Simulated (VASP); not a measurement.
# NbAl2N3: relaxation of cell and atoms with PBE

The system is NbAl2N3.

```xyz
6
Lattice="3.7124 0.0000 0.0000 -1.8562 3.2151 0.0000 0.0000 0.0000 6.6447" Properties=species:S:1:pos:R:3 pbc="T T T"
Al    1.8562    1.0717    4.5498
Al    0.0000    2.1434    2.0950
Nb    0.0000    0.0000    0.0000
N     1.8562    1.0717    2.3662
N     0.0000    2.1434    4.2785
N     0.0000    0.0000    3.3224
```

The cell was built by a generator and needn't be a form met in nature.

* Program: VASP 6.6.1
* Task: relaxation of cell and atoms
* Functional: PBE
* Potentials or basis: VASP PAW PBE potentials, release 64 (Al, Nb_sv, N)
* Cutoff: 520 eV
* k mesh: 4 × 4 × 2
* Occupations: gaussian, width 0.15 eV
* Spin: no spin polarisation
* Further INCAR settings: PREC = Normal; ALGO = Fast; EDIFF = 0.0001; IBRION = 2; EDIFFG = -0.08; NSW = 24; ISIF = 3

```yaml
Relaxed_volume: 9.23 Å³/atom
Relaxed_cell: a = 2.903 Å, b = 2.903 Å, c = 7.589 Å, α = 90.00°, β = 90.00°, γ = 120.00°
Space_group_after_relaxing_to_0.05_Å: P-3m1 (No. 164)
Energy_gained_by_relaxing: 2227.9 meV/atom
Ionic_steps: 19
Pressure_after_relaxing: -0.1 GPa
Largest_force_after_relaxing: 0.052 eV/Å
Band_gap_on_the_k_mesh: 0.55 eV, indirect (least direct gap 0.65 eV)
```

Forces on the atoms (eV/Å):
```
Al   0.000  0.000 -0.043
Al   0.000  0.000  0.043
Nb   0.000  0.000  0.000
N    0.000  0.000  0.052
N    0.000  0.000 -0.052
N    0.000  0.000  0.000
```

Stress tensor (GPa, compression positive):
```
 0.26  0.00  0.00
 0.00  0.26  0.00
 0.00  0.00 -0.77
```

The path:
```
step  energy change (eV)  largest force (eV/Å)  pressure (GPa)  volume (Å³)
   1              0.0000                2.7346          -18.72        79.31
   2             -2.0800                4.5537            7.22        62.87
   3             -2.1342                5.4618           22.38        58.63
   4             -3.4116                5.5723           24.68        56.20
   5             -5.6392                3.5602           47.67        49.30
   6             -7.4333                3.5718           11.11        54.61
   7             -7.5362                3.8005            5.18        56.29
   8             -8.8662                2.6642           -4.00        57.97
   9            -11.0882                2.8375          -19.23        62.41
  10            -11.8165                3.8888          -14.17        60.70
  11            -11.9901                4.2723           -9.90        59.56
  12            -12.5728                3.3185           -6.19        57.98
  13            -13.1001                2.0859            4.10        55.21
  14            -13.1053                2.2589            5.73        54.85
  15            -13.3109                1.1742            1.76        55.24
  16            -13.3444                0.7384            0.03        55.43
  17            -13.3450                0.7790           -0.27        55.46
  18            -13.3670                0.0872           -0.03        55.39
  19            -13.3671                0.0516           -0.09        55.39
```

Final structure:
```cif
data_structure
_symmetry_space_group_name_H-M 'P 1'
_symmetry_Int_Tables_number 1
_cell_length_a 2.9030
_cell_length_b 2.9030
_cell_length_c 7.5889
_cell_angle_alpha 90.000
_cell_angle_beta 90.000
_cell_angle_gamma 120.000
_cell_volume 55.39
loop_
_atom_site_label
_atom_site_type_symbol
_atom_site_fract_x
_atom_site_fract_y
_atom_site_fract_z
_atom_site_occupancy
Al1 Al 0.66667 0.33333 0.65518 1
Al2 Al 0.33333 0.66667 0.34482 1
Nb1 Nb 0.00000 0.00000 0.00000 1
N1 N 0.66667 0.33333 0.19600 1
N2 N 0.33333 0.66667 0.80400 1
N3 N 0.00000 0.00000 0.50000 1
```

Levels at points of the mesh, in eV from the valence-band top:
| k point | band 13 | band 14 | band 15 | band 16 | band 17 | band 18 | band 19 | band 20 | band 21 |
| --- | --- | --- | --- | --- | --- | --- | --- | --- | --- |
| (0.00, 0.00, 0.00) | -2.19 | -1.72 | -1.41 | -1.41 | -0.94 | 0.62 | 0.62 | 3.39 | 3.39 |
| (0.50, 0.00, 0.00) | -3.82 | -3.70 | -2.83 | -2.58 | -2.31 | 2.94 | 3.81 | 4.39 | 4.46 |
| (0.00, 0.00, 0.50) | -1.84 | -1.84 | -1.78 | -1.78 | -0.13 | 0.66 | 0.66 | 3.43 | 3.43 |
| (0.50, 0.00, 0.50) | -4.22 | -3.67 | -2.97 | -2.93 | -2.03 | 3.52 | 3.89 | 4.45 | 4.56 |

Wall time 76 s on 2 MPI ranks on Intel(R) Xeon(R) Platinum 8488C (Sapphire Rapids), on a shared host, peak memory 0.17 GiB a rank.

Caveat: the k mesh is coarse (spacing up to 0.49 Å⁻¹), so the values aren't converged; the volume moved by over 15 % at a fixed basis, so the end points are rough. A k mesh can miss the band edges.
